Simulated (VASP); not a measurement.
Set up this calculation in VASP 6.6.1, as the native input.

- Task: single point
- Functional: LDA
- Potentials or basis: VASP PAW LDA potentials, release 64 (Te, Au)
- Cutoff: 520 eV
- k mesh: 6 × 6 × 2
- Occupations: fermi-dirac, width 0.1 eV
- Spin: no spin polarisation
- Dipole correction: no
- Further INCAR settings: ALGO = Normal; EDIFF = 1e-07; NBANDS = 22

The structure of Te3Au lies in POSCAR:

```
Te3Au
1.0
    3.1026000000      0.0000000000      0.0000000000
    0.0000000000      3.1026000000      0.0000000000
    0.0000000000      0.0000000000     12.9395000000
Te Au
3 1
Direct
    0.0000000000      0.0000000000      0.2025000000
    0.0000000000      0.0000000000      0.5000000000
    0.0000000000      0.0000000000      0.7975000000
    0.0000000000      0.0000000000      0.0000000000
```

The cell comes from a database or a generator and needn't be the stable form of this composition.

The input as run:

INCAR

```
SYSTEM = Te3Au
PREC = Accurate
ENCUT = 520
EDIFF = 1E-7
ISMEAR = -1
SIGMA = 0.1
LREAL = .FALSE.
LASPH = .TRUE.
NELM = 60
ALGO = Normal
ISIF = 2
LWAVE = .FALSE.
LCHARG = .FALSE.
GGA = CA
NBANDS = 22
```

KPOINTS

```
regular mesh
0
G
  6 6 2
  0 0 0
```

Potentials or basis: VASP PAW LDA potentials, release 64 (Te, Au).

Run with:

```console
$ cat potpaw_LDA.64/Te/POTCAR potpaw_LDA.64/Au/POTCAR > POTCAR
$ mpirun -np 1 vasp_std > vasp.out
```

It gave:

The pressure is -2.8 GPa, the largest force is 0.196 eV/Å and the band gap on the k mesh is none (metal or under the smearing width).

Wall time 37 s on 1 thread of Intel(R) Xeon(R) Platinum 8488C (Sapphire Rapids), on a shared host, peak memory 0.21 GiB.
